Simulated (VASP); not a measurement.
Input:

```
SrTe
1.0
    0.00000     3.30866     3.30866
    3.30866     0.00000     3.30866
    3.30866     3.30866     0.00000
Sr Te
1 1
Direct
  0.00000   0.00000   0.00000
  0.50000   0.50000   0.50000
```

Computed with PBEsol GGA, VASP's PBE PAW potentials (set 64) (plane waves; VASP). Numerical set-up: 500 eV cut-off, 7×7×7 Γ-centred mesh, Gaussian smearing of 0.050 eV, potentials Sr_sv Te.

Energy and stress use the plane-wave basis of the starting cell.

### Question
The ions, cell shape and volume at an external pressure of 5.0 GPa are relaxed. Predict the relaxed structure.

### Answer

```
SrTe
1.0
    0.00000     3.18780     3.18780
    3.18780     0.00000     3.18780
    3.18780     3.18780     0.00000
Sr Te
1 1
Direct
  0.00000   0.00000   0.00000
  0.50000   0.50000   0.50000
```
Space group Fm-3m (225), at a tolerance of 0.03 Å.

### Question
How do energy and volume change from the first to the last step?

### Answer
The energy (σ→0) changes by +53.6 meV/atom and the volume by -10.6 %, in 3 ionic steps.

| step | E(σ→0) (eV) | max force (eV/Å) | pressure (GPa) | volume (Å³) |
|---|---|---|---|---|
| 1 | -8.8338 | 0.000 | -0.03 | 72.44 |
| 2 | -8.5749 | 0.000 | 8.57 | 61.16 |
| 3 | -8.7266 | 0.000 | 4.99 | 64.79 |

The structure was generated: SrTe was put into the rock salt type (Fm-3m), which need not be its known phase. This run relaxes it under an external pressure of 5 GPa. Symmetry was kept, so distortions that lower it aren't found.
